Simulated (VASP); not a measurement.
# BeCd2S3 (Cmc2_1) in VASP: a series of runs, part 2 of 2

VASP 6.6.1.

### Step 3. Equation of state, PBE, 20.80 Å³/atom (volume scaled by 0.97)

The input, INCAR:

```
SYSTEM = BeCd2S3
ALGO = Normal
EDIFF = 1E-6
EDIFFG = -0.02
ENCUT = 520
GGA = PE
IBRION = 2
ISIF = 4
ISMEAR = 0
KPAR = 4
LASPH = .TRUE.
LCHARG = .FALSE.
LREAL = .FALSE.
LWAVE = .FALSE.
NELM = 100
NSW = 30
PREC = Accurate
SIGMA = 0.03
```

The input, KPOINTS:

```
k-points
0
G
  4 4 4
  0 0 0
```

The input, POSCAR:

```
BeCd2S3
1.0
    5.8527340984     -3.3854125875      0.0000000000
    5.8527340984      3.3854125875      0.0000000000
    0.0000000000      0.0000000000      6.2975745961
Be Cd S
2 4 6
Direct
    0.1521890000      0.8478110000      0.0015560000
    0.8478110000      0.1521890000      0.5015560000
    0.8319800000      0.4855370000      0.0046430000
    0.1680200000      0.5144630000      0.5046430000
    0.5144630000      0.1680200000      0.0046430000
    0.4855370000      0.8319800000      0.5046430000
    0.4554730000      0.8360940000      0.9064850000
    0.1639060000      0.5445270000      0.9064850000
    0.8780780000      0.1219220000      0.8414910000
    0.8360940000      0.4554730000      0.4064850000
    0.5445270000      0.1639060000      0.4064850000
    0.1219220000      0.8780780000      0.3414910000
```

Potentials or basis: VASP PAW PBE potentials, release 64 (Be, Cd, S).

Launch:

```sh
cat potpaw_PBE.64/Be/POTCAR potpaw_PBE.64/Cd/POTCAR potpaw_PBE.64/S/POTCAR > POTCAR
mpirun -np 4 vasp_std > vasp.out
```

Run time: 81 s. Hardware: 4 MPI ranks of Intel Xeon 6975P-C (Granite Rapids), shared host; peak memory 0.48 GiB.

It converged, with:

```
Free energy            : -44.2284 eV
Pressure               : 2.1 GPa
Largest force          : 0.012 eV/Å
Band gap on the k mesh : 2.05 eV, direct
```

### Step 4. Equation of state, PBE, 22.08 Å³/atom (volume scaled by 1.03)

INCAR is that of step 3.

KPOINTS is that of step 3.

POSCAR: that of step 3 with these lines changed.

```diff
@@ -2,5 +2,5 @@
 1.0
-    5.8527340984     -3.3854125875      0.0000000000
-    5.8527340984      3.3854125875      0.0000000000
-    0.0000000000      0.0000000000      6.2975745961
+    5.9710030153     -3.4538231924      0.0000000000
+    5.9710030153      3.4538231924      0.0000000000
+    0.0000000000      0.0000000000      6.4248326116
 Be Cd S
```

Launch:

```sh
cat potpaw_PBE.64/Be/POTCAR potpaw_PBE.64/Cd/POTCAR potpaw_PBE.64/S/POTCAR > POTCAR
mpirun -np 4 vasp_std > vasp.out
```

Wall time 99 s (4 MPI ranks of Intel Xeon 6975P-C (Granite Rapids), shared host); peak memory 0.54 GiB.

It converged, with:

* Free energy: -44.2368 eV
* Pressure: -1.8 GPa
* Largest force: 0.013 eV/Å
* Band gap on the k mesh: 1.87 eV, direct

### Step 5. Equation of state, PBE, 20.15 Å³/atom (volume scaled by 0.94)

INCAR is that of step 4.

KPOINTS is that of step 4.

POSCAR: that of step 4 with these lines changed.

```diff
@@ -2,5 +2,5 @@
 1.0
-    5.9710030153     -3.4538231924      0.0000000000
-    5.9710030153      3.4538231924      0.0000000000
-    0.0000000000      0.0000000000      6.4248326116
+    5.7917636843     -3.3501453084      0.0000000000
+    5.7917636843      3.3501453084      0.0000000000
+    0.0000000000      0.0000000000      6.2319700899
 Be Cd S
```

Launch:

```sh
cat potpaw_PBE.64/Be/POTCAR potpaw_PBE.64/Cd/POTCAR potpaw_PBE.64/S/POTCAR > POTCAR
mpirun -np 4 vasp_std > vasp.out
```

Wall time 1.8 min (4 MPI ranks of Intel Xeon 6975P-C (Granite Rapids), shared host); peak memory 0.49 GiB.

The run converged. Its results:

```
Free energy            : -44.0686 eV
Pressure               : 4.5 GPa
Largest force          : 0.019 eV/Å
Band gap on the k mesh : 2.15 eV, direct
```

### Step 6. Equation of state, PBE, 22.73 Å³/atom (volume scaled by 1.06)

INCAR is that of step 5.

KPOINTS is that of step 5.

POSCAR: that of step 5 with these lines changed.

```diff
@@ -2,5 +2,5 @@
 1.0
-    5.7917636843     -3.3501453084      0.0000000000
-    5.7917636843      3.3501453084      0.0000000000
-    0.0000000000      0.0000000000      6.2319700899
+    6.0284200281     -3.4870350682      0.0000000000
+    6.0284200281      3.4870350682      0.0000000000
+    0.0000000000      0.0000000000      6.4866136382
 Be Cd S
```

Potentials or basis: VASP PAW PBE potentials, release 64 (Be, Cd, S).

Launch:

```sh
cat potpaw_PBE.64/Be/POTCAR potpaw_PBE.64/Cd/POTCAR potpaw_PBE.64/S/POTCAR > POTCAR
mpirun -np 4 vasp_std > vasp.out
```

It took 1.7 min on 4 MPI ranks of Intel Xeon 6975P-C (Granite Rapids), shared host; peak memory 0.55 GiB.

The run converged. Its results:

```yaml
Free_energy: -44.1151 eV
Pressure: -3.3 GPa
Largest_force: 0.019 eV/Å
Band_gap_on_the_k_mesh: 1.78 eV, direct
```

### Step 7. Equation of state, PBE, 19.51 Å³/atom (volume scaled by 0.91)

INCAR is that of step 6.

KPOINTS is that of step 6.

POSCAR: that of step 6 with these lines changed.

```diff
@@ -2,5 +2,5 @@
 1.0
-    6.0284200281     -3.4870350682      0.0000000000
-    6.0284200281      3.4870350682      0.0000000000
-    0.0000000000      0.0000000000      6.4866136382
+    5.7294818285     -3.3141194484      0.0000000000
+    5.7294818285      3.3141194484      0.0000000000
+    0.0000000000      0.0000000000      6.1649544649
 Be Cd S
```

Launch:

```sh
cat potpaw_PBE.64/Be/POTCAR potpaw_PBE.64/Cd/POTCAR potpaw_PBE.64/S/POTCAR > POTCAR
mpirun -np 4 vasp_std > vasp.out
```

It took 4 min on 4 MPI ranks of Intel Xeon 6975P-C (Granite Rapids), shared host; peak memory 0.49 GiB.

The run converged. Its results:

| Quantity | Value |
| --- | --- |
| Free energy | -43.7817 eV |
| Pressure | 7.4 GPa |
| Largest force | 0.012 eV/Å |
| Band gap on the k mesh | 2.25 eV, direct |

### Step 8. Equation of state, PBE, 23.37 Å³/atom (volume scaled by 1.09)

INCAR is that of step 7.

KPOINTS is that of step 7.

POSCAR: that of step 7 with these lines changed.

```diff
@@ -2,5 +2,5 @@
 1.0
-    5.7294818285     -3.3141194484      0.0000000000
-    5.7294818285      3.3141194484      0.0000000000
-    0.0000000000      0.0000000000      6.1649544649
+    6.0847636679     -3.5196260700      0.0000000000
+    6.0847636679      3.5196260700      0.0000000000
+    0.0000000000      0.0000000000      6.5472397095
 Be Cd S
```

Launch:

```sh
cat potpaw_PBE.64/Be/POTCAR potpaw_PBE.64/Cd/POTCAR potpaw_PBE.64/S/POTCAR > POTCAR
mpirun -np 4 vasp_std > vasp.out
```

It took 2.3 min on 4 MPI ranks of Intel Xeon 6975P-C (Granite Rapids), shared host; peak memory 0.56 GiB.

The run converged. Its results:

| Quantity | Value |
| --- | --- |
| Free energy | -43.9262 eV |
| Pressure | -4.6 GPa |
| Largest force | 0.017 eV/Å |
| Band gap on the k mesh | 1.69 eV, direct |
